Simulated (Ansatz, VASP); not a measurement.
**GeF2 (1T-GeF2, 2 layers, AA) in two plane-wave programs**

One calculation is typed for both programs; each brings its own data sets. How far apart do they land? Of the first pair: The structure shown is the start of the Ansatz relaxation below; VASP solves that cell, so the two are compared at the walk's first step.

Program: Ansatz 0.2.0. Level of theory: plane waves, with VASP 6.6.1 beside it; single point at PBE with D4. Results are calculated unless marked as measured.

## 1. The structure

The cell holds 6 atoms: 4 F and 2 Ge. Cell: a = 2.413 Å, b = 2.413 Å, c = 44.603 Å, α = 90.0°, β = 90.0°, γ = 120.0°. Vacuum lies along c.

## 2. Ansatz: relaxation, PBE with D4

Ansatz runs on its default PAW (the set named soft_2) files.

The two programs are compared at the cell with which this relaxation starts, whose forces are those of its first step.

Contents of input.yaml:

```yaml
crystal:
  lattice:
    - [2.41304, 0.0, 0.0]
    - [-1.20652, 2.0897539403, 0.0]
    - [0.0, 0.0, 44.602641722]
  atoms:
    - { symbol: F, position: [0.6666666667, 0.3333333333, 0.4237417173] }
    - { symbol: Ge, position: [0.0, 0.0, 0.4467372259] }
    - { symbol: F, position: [0.3333333333, 0.6666666667, 0.4697327345] }
    - { symbol: F, position: [0.6666666667, 0.3333333333, 0.5302672655] }
    - { symbol: Ge, position: [0.0, 0.0, 0.5532627741] }
    - { symbol: F, position: [0.3333333333, 0.6666666667, 0.5762582827] }
  periodic: [true, true, false]
kpoints:
  mp_grid: { grid: [13, 13, 1] }
hamiltonian:
  xc: pbe
  dispersion: d4
scf:
  occupations: { method: fermi_dirac, width: 0.05 }
  convergence: { dr2_threshold: 1.0e-09 }
relax:
  f_tol: 0.015
  max_steps: 90
  cell: {}
output:
  write_potential: true
  write_density: true
  volumetric_format: npy
```

Launch:

```sh
$ ansatz run input.yaml --threads 2 --pin off --max-ram 3072MiB --backend cpu --events-out ev --progress --plain --runs-dir out
```

Numbers of over 12 decimals in the logs are rounded to 6 here.

Output:

```text
Warning: relax.cell: scf.convergence.dr2_threshold = 1e-9 eV is looser than the 2.1251819373e-10 eV advised for a relaxation that steers and ends on the stress (1e-10 eV for each atom of the cell: 6, times the square of relax.cell.stress_2d_tol = 0.05 N/m over 16.8 Å (the atoms' height at the walk's start and 5 Å past either face), 2.976e-2 GPa, over a crystal's default 0.05). What an SCF threshold leaves in a stress goes as its square root, and in the free energy as the threshold itself, and one threshold admits the most on a small cell: [figures from the program's tests cut] Set scf.convergence.dr2_threshold to 2.1251819373e-10 eV or tighter. [rest of the remark cut]
Engine: ansatz 0.2.0, x86_64-unknown-linux-gnu
Pseudopotentials: kind: paw
Pseudopotential: F, paw, valence charge 7, recommended cutoff 420 eV (normal), F.paw.azcp
Pseudopotential: Ge, paw, valence charge 14, recommended cutoff 420 eV (normal), Ge.paw.azcp
Functional definition: PBE
  parameter kappa = 0.804
  parameter beta = 0.066725
  exchange = pbe_x(kappa = kappa, mu = beta*pi^2/3)
  correlation = pbe_c(beta = beta)
Crystal: 6 atoms, lattice volume = 224.916 Å³
Basis set: ecut = 420 eV, 4259 PW (Γ), exchange–correlation on 36×36×600 points (8 copies of the dense FFT grid, shifted against one another)
Bands: 34, of which v1, the nominal top of the filled ones, is band 28 counted from 1 (27 counted from 0)
Symmetry: 12 space group operations
Space group: P-3m1 (ITA 164), of the structure as read, at distance tolerance 6.1e-5 Å
k-points: 21 of 169
Non-local potential: F, projectors of the file, l = 0: 2, l = 1: 2, l = 2: 1
Non-local potential: Ge, projectors of the file, l = 0: 2, l = 1: 2, l = 2: 3, l = 3: 1
PAW form: soft (Blöchl's): semilocal exchange-correlation on the pseudo side does not see the compensation charge
PAW one-centre angular grid: F, 110 points (default); XC on 64 Gauss nodes
PAW one-centre angular grid: Ge, 590 points (default); XC on 64 Gauss nodes
Initial density: superposition of atomic densities (neutral atoms: chi_scale 0, normalization atom), corrected by the library's trained network
Initial wavefunctions: pseudopotential atomic-orbital guess
Functional: x = pbe(κ = 0.804, μ = 0.219515), c = pbe(β = 0.066725)
SCF iter   1: F=—  HF=-11794.087923 eV  |F-HF|=—  |Δ(HF+E_count)|=         —  Δρ=1.56e-2  dr2=4.65e1  ethr=1.77e-3  ⟨swp⟩=14.0  Hψ=12920  notcnv=0  defer=29
automatic band count: the SCF goes on with 40 bands, as 34 were too few: the levels above may hold too much charge
preconditioner: auto → LDOS  [metal: Δε(μ)=0.044 eV  Ē_g=25.484 eV  σ=0.050 eV  W_gap=0.21  n_scr=30 (ndim 8)  ℏωp=18.5 eV  f_vac=0.785  D(μ)=2.20/eV (n_scr^D=18)  β→1.0]
SCF iter   2: F=—  HF=-11793.891000 eV  |F-HF|=—  |Δ(HF+E_count)|=   1.97e-1  Δρ=1.16e-2  dr2=2.80e1  ethr=1.77e-3  ⟨swp⟩=5.1  Hψ=1680  notcnv=0  defer=99
SCF iter   3: F=—  HF=-11792.902443 eV  |F-HF|=—  |Δ(HF+E_count)|=   9.89e-1  Δρ=1.07e-2  dr2=1.99e-1  ethr=1.77e-3  ⟨swp⟩=6.9  Hψ=2147  notcnv=0  defer=90
SCF iter   4: F=—  HF=-11793.454441 eV  |F-HF|=—  |Δ(HF+E_count)|=   5.52e-1  Δρ=3.01e-3  dr2=8.59e-2  ethr=3.56e-4  ⟨swp⟩=7.6  Hψ=2745  notcnv=0  defer=96
SCF iter   5: F=—  HF=-11793.520134 eV  |F-HF|=—  |Δ(HF+E_count)|=   6.57e-2  Δρ=7.53e-4  dr2=6.44e-2  ethr=1.53e-4  ⟨swp⟩=7.7  Hψ=2379  notcnv=0  defer=99
SCF iter   6: F=—  HF=-11793.510341 eV  |F-HF|=—  |Δ(HF+E_count)|=   9.79e-3  Δρ=4.93e-4  dr2=5.98e-2  ethr=1.15e-4  ⟨swp⟩=4.2  Hψ=1178  notcnv=0  defer=97
SCF iter   7: F=—  HF=-11793.506329 eV  |F-HF|=—  |Δ(HF+E_count)|=   4.01e-3  Δρ=4.67e-4  dr2=5.15e-2  ethr=1.07e-4  ⟨swp⟩=3.2  Hψ=1009  notcnv=0  defer=95
SCF iter   8: F=—  HF=-11793.498208 eV  |F-HF|=—  |Δ(HF+E_count)|=   8.12e-3  Δρ=4.63e-4  dr2=4.14e-2  ethr=9.20e-5  ⟨swp⟩=3.1  Hψ=966  notcnv=0  defer=100
SCF iter   9: F=—  HF=-11793.493741 eV  |F-HF|=—  |Δ(HF+E_count)|=   4.47e-3  Δρ=4.51e-4  dr2=3.41e-2  ethr=7.40e-5  ⟨swp⟩=2.4  Hψ=857  notcnv=0  defer=100
SCF iter  10: F=—  HF=-11793.493146 eV  |F-HF|=—  |Δ(HF+E_count)|=   5.94e-4  Δρ=5.03e-4  dr2=3.87e-2  ethr=6.09e-5  ⟨swp⟩=2.2  Hψ=903  notcnv=0  defer=100
SCF iter  11: F=—  HF=-11793.485459 eV  |F-HF|=—  |Δ(HF+E_count)|=   7.69e-3  Δρ=8.41e-4  dr2=3.68e-2  ethr=6.09e-5  ⟨swp⟩=3.3  Hψ=981  notcnv=0  defer=100
SCF iter  12: F=—  HF=-11793.490520 eV  |F-HF|=—  |Δ(HF+E_count)|=   5.06e-3  Δρ=6.46e-4  dr2=2.30e-2  ethr=6.09e-5  ⟨swp⟩=6.4  Hψ=1651  notcnv=0  defer=103
[...]
SCF 35 converged in 8 iterations: F = -11824.150516 eV  dr2 = 2.24e-11
relax step  35: F+E_penalty+E_count = -11824.15051633 eV  Δ(F+E_penalty+E_count) = -5.989e-4 eV  max|allowed force component| = 7.739e-4 eV/Å  Δτ_max = 0.0000 Å  P = +0.012 N/m  Ω = 502.023 Å³  fix = [c, alpha, beta]  reactions: c +0.000 N/m  stress off target by 1.16e-2 N/m on what of the cell is left free  SCF on the basis re-selected at this cell (its energy is not comparable with the rows above)  (8 SCF iters)
basis re-selected at this cell: Δ(F+E_penalty+E_count) = -5.989e-4 eV, ΔP = +0.005 N/m vs the last step (what re-selecting the basis moved, of the pressure what is left beyond the Pulay correction that the steps carried, after the strain that the cell walked since its last selection, with what the two solves' SCF thresholds leave and, on support functions, any second-order correction that the steps lacked; it is no m [...]
WARN: The output density's exchange-correlation potential varies sharply where the density is thin. Do not read a vacuum level from v_tot or v_xc, or from such a field of the output density. On a cell that repeats whose density bears no net charge and no dipole along the vacuum's axis use v_es (v_loc + v_h of the components); under efield.dipole_correction with no amplitude use v_es + v_field, which holds any externa [...]
dispersion: the relaxed geometry stands within reach of a switch of an atom's C6, across which e_disp changes (each atom's share, over what another start of this relaxation can change, by strains that relax.cell.fix and crystal.periodic leave, which move a neighbour at the mean distance by 0.05 Å at the most, and each atom moved with its periodic images by 0.025 Å at the most, and none along a coordinate that relax.c [...]
SCF converged after 8 iterations
an eigenvalue changed by more than its tolerance at an iteration that met the thresholds in force, so the SCF went on 2 times, its first undamped step at iteration 7: the last check found none over its tolerance
Free energy (F): -11824.150516 eV
Harris-Foulkes:  -11824.150516 eV  (|F-HF|=2.91e-11)
Internal energy: -11824.150516 eV  (E = F + TS)
E sigma→0 (E₀):  -11824.150516 eV
Fermi energy:    -5.711073 eV
--- Per-component energies (eV) ---
  E_band       = -1139.141750
  E_kinetic    = 1036.367004
  E_local      = -222976.323643  (includes V_loc(G=0)·N_el)
  E_nonlocal   = 1114.334842
  E_hartree    = 110537.375258
  E_xc         = -467.671057
  E_vxc        = -533.636230  (∫ρ·V_xc dr)
  E_paw        = -4822.147229  (= ΣΔE_a)
  E_vpaw       = -854.642828  (= ΣTr[D̂ρ^β])
  E_aug_tail   = 0.009088  (compensation charges beyond the density's cutoff)
  E_ewald      = 103754.668062
  E_disp       = -0.762841  (pairwise vdW)
  E_smearing   = -0.000000  (= −TS)
  E_closure    = 0.000000  (closes the sum)
  Σ components = -11824.150516   (vs F -11824.150516, Δ=0.00e0)
--- Forces (eV/Å), atoms counted from 1 ---
  atom   1  F      0.00000000    -0.00000000    -0.00077387
  atom   2  Ge     0.00000000    -0.00000000     0.00053802
  atom   3  F     -0.00000000     0.00000000     0.00012068
  atom   4  F      0.00000000    -0.00000000    -0.00012068
  atom   5  Ge     0.00000000     0.00000000    -0.00053802
  atom   6  F      0.00000000     0.00000000     0.00077387
  max |Σ_I F_I| component: 3.70e-17 eV/Å
--- 2D stress c σ (N/m, compression-positive) ---
        0.011555      -0.000000      -0.000000
       -0.000000       0.011555      -0.000000
       -0.000000      -0.000000       0.000000
  P = ½ c Tr σ = 0.0116 N/m
--- Band table (eV; the first three rows and the last of 21) ---
  k-point 0: bands = [... 24 lower, -9.9477, -9.4491, -9.0879, -8.5007, -4.5088, -3.8686, -0.6380 (-0.6380°), -0.6380 (-0.6380°), ... 8 higher]
  k-point 1: bands = [... 24 lower, -9.7836, -9.4179, -8.9198, -8.4344, -4.4048, -3.7628, -0.8787 (-0.8787°), -0.8087 (-0.8087°), ... 8 higher]
  k-point 2: bands = [... 24 lower, -9.6413, -9.3831, -8.5222, -8.2428, -4.1264, -3.4799, -1.3628 (-1.3628°), -1.1597 (-1.1597°), ... 8 higher]
  k-point 20: bands = [... 24 lower, -9.5129, -9.4834, -7.0679, -7.0163, -2.3027, -1.6596, -1.6410, -1.5157, ... 8 higher]
  ° read free of the cell's end (the report's vacuum.weakly_bound_levels)
--- Relaxed structure (30 steps of the walk, 29 accepted, 5 SCFs on fresh bases) ---
  F+E_penalty+E_count = -11824.15051633 eV   max|allowed force component| = 7.739e-4 eV/Å   (the final SCF, on the basis selected at the relaxed cell)
  cell:  # Å, volume = 502.0229 Å³
    - [3.605090, 0, 0]
    - [-1.802545, 3.122100, 0]
    - [0, 0, 44.602641722]
  atoms:
    - { symbol: F, position: [0.666667, 0.333333, 0.430397] }
    - { symbol: Ge, position: [1.2278493888459232e-17, 0, 0.452720] }
    - { symbol: F, position: [0.333333, 0.666667, 0.474847] }
    - { symbol: F, position: [0.666667, 0.333333, 0.525153] }
    - { symbol: Ge, position: [-1.227849388845924e-17, 0, 0.547280] }
    - { symbol: F, position: [0.333333, 0.666667, 0.569603] }
```

In the SCF lines HF is the Harris–Foulkes energy and dr2 the Hartree energy of the density residual, in eV; the loop may stop once dr2 is under the threshold and the program's other checks hold. Hψ counts applications of the Hamiltonian.

## 3. VASP: single point, PBE with D4, start cell, pair 1

The same cell, functional, mesh and smearing now go to VASP, with its own data sets.

Lines of VASP's logs that name or quote its potential files are left out, and so is its time.

Contents of INCAR:

```
SYSTEM = GeF2
PREC = Accurate
ENCUT = 520
EDIFF = 1E-06
NELM = 120
ISMEAR = -1
SIGMA = 0.05
LREAL = .FALSE.
ALGO = Normal
GGA = PE
IVDW = 13
NBANDS = 34
LORBIT = 11
LWAVE = .FALSE.
LCHARG = .FALSE.
ISIF = 2
LDIPOL = .TRUE.
IDIPOL = 3
DIPOL = 0.5 0.5 0.5
LVHAR = .TRUE.
LASPH = .TRUE.
GGA_COMPAT = .FALSE.
EFERMI = MIDGAP
NELMDL = -8
KPAR = 2
```

Contents of POSCAR:

```
GeF2
1.0
    2.4130400000      0.0000000000      0.0000000000
   -1.2065200000      2.0897540000      0.0000000000
    0.0000000000      0.0000000000     44.6026420000
F Ge
4 2
Direct
    0.6666666667      0.3333333333      0.4237417147
    0.3333333333      0.6666666667      0.4697327347
    0.6666666667      0.3333333333      0.5302672653
    0.3333333333      0.6666666667      0.5762582853
    0.0000000000      0.0000000000      0.4467372247
    0.0000000000      0.0000000000      0.5532627753
```

Contents of KPOINTS:

```
Automatic mesh
0
Gamma
13 13 1
0 0 0
```

The projector-augmented-wave data sets are F and Ge_d (PBE family, release 64).

Launch:

```sh
$ mpirun -np 2 vasp_std
```

Output:

```text
[banner, memory and clock lines left out]
running    2 mpi-ranks, on    1 nodes
 distrk:  each k-point on    1 cores,    2 groups
 distr:  one band on    1 cores,    1 groups

 POSCAR found type information on POSCAR F Ge
 POSCAR found :  2 types and       6 ions
 LDA part: xc-table for (Slater+PW92), standard interpolation
 POSCAR, INCAR and KPOINTS ok, starting setup
 FFT: planning ... GRIDC
 FFT: planning ... GRID_SOFT
 FFT: planning ... GRID
 WAVECAR not read
 entering main loop
       N       E                     dE             d eps       ncg     rms          rms(c)
DAV:   1     0.750110788589E+03    0.75011E+03   -0.29966E+04  1928   0.255E+03
DAV:   2     0.117843086517E+03   -0.63227E+03   -0.61908E+03  1902   0.761E+02
DAV:   3     0.656954992789E+01   -0.11127E+03   -0.10827E+03  1936   0.219E+02
DAV:   4     0.888612061277E+00   -0.56809E+01   -0.56367E+01  1754   0.630E+01
DAV:   5     0.694736634376E+00   -0.19388E+00   -0.19369E+00  2076   0.106E+01
DAV:   6     0.691349848291E+00   -0.33868E-02   -0.33851E-02  1994   0.128E+00
DAV:   7     0.691238226549E+00   -0.11162E-03   -0.11161E-03  2124   0.204E-01
DAV:   8     0.691234439779E+00   -0.37868E-05   -0.37866E-05  2028   0.344E-02    0.164E+01
DAV:   9     0.404251294162E+01    0.33513E+01   -0.97142E+00  2204   0.354E+01    0.787E+00
DAV:  10     0.415305243630E+01    0.11054E+00   -0.14140E+00  1804   0.104E+01    0.369E+00
DAV:  11     0.417335336605E+01    0.20301E-01   -0.32848E-01  2212   0.743E+00    0.733E-01
DAV:  12     0.418192428476E+01    0.85709E-02   -0.73832E-02  2190   0.317E+00    0.190E-01
DAV:  13     0.418177774655E+01   -0.14654E-03   -0.45398E-03  2180   0.911E-01    0.124E-01
DAV:  14     0.418173026863E+01   -0.47478E-04   -0.13564E-03  1984   0.386E-01    0.284E-02
[...]
DAV:  20     0.418129902851E+01   -0.43824E-04   -0.27991E-05  1552   0.150E-02    0.168E-03
DAV:  21     0.418127317783E+01   -0.25851E-04   -0.96878E-06  1194   0.742E-03    0.172E-03
DAV:  22     0.418124667869E+01   -0.26499E-04   -0.13676E-05  1158   0.943E-03    0.661E-04
DAV:  23     0.418123765958E+01   -0.90191E-05   -0.25075E-06  1144   0.359E-03    0.590E-04
DAV:  24     0.418122888901E+01   -0.87706E-05   -0.37261E-06  1110   0.260E-03    0.279E-04
DAV:  25     0.418122710247E+01   -0.17865E-05   -0.31406E-07  1098   0.148E-03    0.175E-04
DAV:  26     0.418122491258E+01   -0.21899E-05   -0.54586E-07  1030   0.140E-03    0.115E-04
DAV:  27     0.418122433867E+01   -0.57391E-06   -0.99299E-08  1066   0.905E-04
   1 F= 0.29457897E+01 E0= 0.29543395E+01  d E =-.170996E-01
```

Parts of OUTCAR (step 3):

```text
ion  position               nearest neighbor table
   1  0.667  0.333  0.424-   5 1.73   5 1.73   5 1.73
   2  0.333  0.667  0.470-   5 1.73   5 1.73   5 1.73
   3  0.667  0.333  0.530-   6 1.73   6 1.73   6 1.73
   4  0.333  0.667  0.576-   6 1.73   6 1.73   6 1.73
   5  0.000  0.000  0.447-   1 1.73   2 1.73   1 1.73   2 1.73   1 1.73   2 1.73
   6  0.000  0.000  0.553-   3 1.73   4 1.73   3 1.73   4 1.73   3 1.73   4 1.73

  LATTYP: Found a hexagonal cell.
 ALAT       =     2.4130400000
 C/A-ratio  =    18.4840044094

 Subroutine GETGRP returns: Found 12 space group operations
 (whereof 12 operations were pure point group operations)

The static configuration has the point symmetry D_3d.

 Found     21 irreducible k-points:

   k-points           NKPTS =     21   k-points in BZ     NKDIM =     21   number of bands    NBANDS=     34

   dimension x,y,z NGX =    18 NGY =   18 NGZ =  336
   dimension x,y,z NGXF=    36 NGYF=   36 NGZF=  672

   ENCUT  =  520.0 eV  38.22 Ry    6.18 a.u.   4.49  4.49 82.93*2*pi/ulx,y,z

   NELECT =      56.0000    total number of electrons

 k-points in reciprocal lattice and weights: Automatic mesh
   0.00000000  0.00000000  0.00000000       0.006
   0.07692308  0.00000000  0.00000000       0.036
   0.15384615  0.00000000  0.00000000       0.036
   0.23076923  0.00000000  0.00000000       0.036
   0.30769231  0.00000000  0.00000000       0.036
   0.38461538  0.00000000  0.00000000       0.036
   0.46153846  0.00000000  0.00000000       0.036
   0.07692308  0.07692308  0.00000000       0.036
   0.15384615  0.07692308  0.00000000       0.071
[...]
0.38461538  0.23076923  0.00000000       0.036
   0.30769231  0.30769231  0.00000000       0.036

 dipolmoment           0.000000      0.000000     -0.000000 electrons x Angstroem

 average (electrostatic) potential at core
       1 -86.1340       2 -86.2781       3 -86.2781       4 -86.1340       5 -83.1188
       6 -83.1188

 E-fermi :   1.7127

 k-point     1 :       0.0000    0.0000    0.0000
  band No.  band energies     occupation
    ...
     26     -10.1568      2.00000
     27      -2.9607      2.00000
     28      -2.3331      2.00000
     29       1.1202      1.99999
     30       1.4086      1.99545
     31       2.0575      0.00202
     32       2.1066      0.00076
     33       3.3169      0.00000
     34       3.3277      0.00000

 k-point     2 :       0.0769    0.0000    0.0000
  band No.  band energies     occupation
    ...
     26     -10.1644      2.00000
     27      -2.5907      2.00000
     28      -2.0134      2.00000
     29       1.4724      1.98377
     30       1.7245      0.88259
     31       2.3170      0.00001
     32       2.4198      0.00000
     33       3.5175      0.00000
     34       3.5286      0.00000

 k-point     3 :       0.1538    0.0000    0.0000
  band No.  band energies     occupation
    ...
     24     -11.0914      2.00000
     25     -10.2236      2.00000
     26     -10.2115      2.00000
     27      -1.7189      2.00000
     28      -1.2646      2.00000
     29       2.2605      0.00003
     30       2.4091      0.00000
     31       3.1149      0.00000
     32       3.3863      0.00000
     33       4.1152      0.00000
    ...

  DFT-D4 for vdW energy calculation

  Edisp (eV):   -1.23543

  Total      88.56647    88.56648    89.97492     0.00000     0.00000     0.00000
  in kB     630.89875   630.89878   640.93174     0.00000     0.00000     0.00000
  external pressure =      634.24 kB  Pullay stress =        0.00 kB

  energy-cutoff  :      520.00
  volume of cell :      224.92
      direct lattice vectors                 reciprocal lattice vectors
     2.413040000  0.000000000  0.000000000     0.414415012  0.239262612  0.000000000
    -1.206520000  2.089754000  0.000000000     0.000000000  0.478525224  0.000000000
     0.000000000  0.000000000 44.602642000     0.000000000  0.000000000  0.022420197

 POSITION                                       TOTAL-FORCE (eV/Angst)
 -----------------------------------------------------------------------------------
      1.20652      0.69658     18.90000        -0.000000      0.000000    -21.828351
     -0.00000      1.39317     20.95132         0.000000     -0.000000     22.020560
      1.20652      0.69658     23.65132         0.000000      0.000000    -22.020560
     -0.00000      1.39317     25.70264        -0.000000      0.000000     21.828351
      0.00000      0.00000     19.92566        -0.000000     -0.000000     -0.266221
      0.00000      0.00000     24.67698        -0.000000      0.000000      0.266221
 -----------------------------------------------------------------------------------
    total drift:                                0.000000      0.000000     -0.000000

  FREE ENERGIE OF THE ION-ELECTRON SYSTEM (eV)
  ---------------------------------------------------
  free  energy   TOTEN  =         2.9457896812 eV

  energy  without entropy=        2.9628892656  energy(sigma->0) =        2.95433947

 vacuum level on the upper side and lower side of the slab         3.486         3.486

 total charge
# of ion       s       p       d       tot
------------------------------------------
    1        1.826   4.534   0.000   6.360
    2        1.829   4.536   0.000   6.364
    3        1.829   4.536   0.000   6.364
    4        1.826   4.534   0.000   6.360
    5        1.391   1.478  10.754  13.623
    6        1.391   1.478  10.754  13.623
--------------------------------------------------
tot         10.092  21.096  21.508  52.696

[... 3 further parts left out ...]
```

## 4. Comparison

Known differences besides the potentials themselves: Ansatz cuts the interaction across the vacuum, VASP repeats the sheet with a dipole correction; the cutoff is 420 eV in Ansatz and 520 eV in VASP. Total energies have different zeros and are not compared.

Forces (eV/Å; atoms numbered as in POSCAR):

```csv
atom,"Ansatz x, y, z","VASP x, y, z"
F1,"0.000, 0.000, -21.559","0.000, 0.000, -21.828"
F2,"0.000, 0.000, 21.764","0.000, 0.000, 22.021"
F3,"0.000, 0.000, -21.764","0.000, 0.000, -22.021"
F4,"0.000, 0.000, 21.559","0.000, 0.000, 21.828"
Ge5,"0.000, 0.000, -0.272","0.000, 0.000, -0.266"
Ge6,"0.000, 0.000, 0.272","0.000, 0.000, 0.266"
```

The forces differ by 124 meV/Å r.m.s., which is 1.2 % of the r.m.s. force of 10.336 eV/Å (both taken over all components). With vacuum in the cell, a pressure given here is an average over mostly empty space and none of the material.

(Part 1 of 2 ends here.)

[Lines on the potential files, build, host, timing and source positions are cut from VASP's logs without a mark.]

[Logs are printed without paths, hosts, clocks, repeated set-up lines and the standing remarks that a program may print on its own settings, such as how far it seeks lower states.]

[Hosts, paths, dates, database ids (printed as entryN), source tags and the programs' standing remarks are cut or masked in the printed files.]
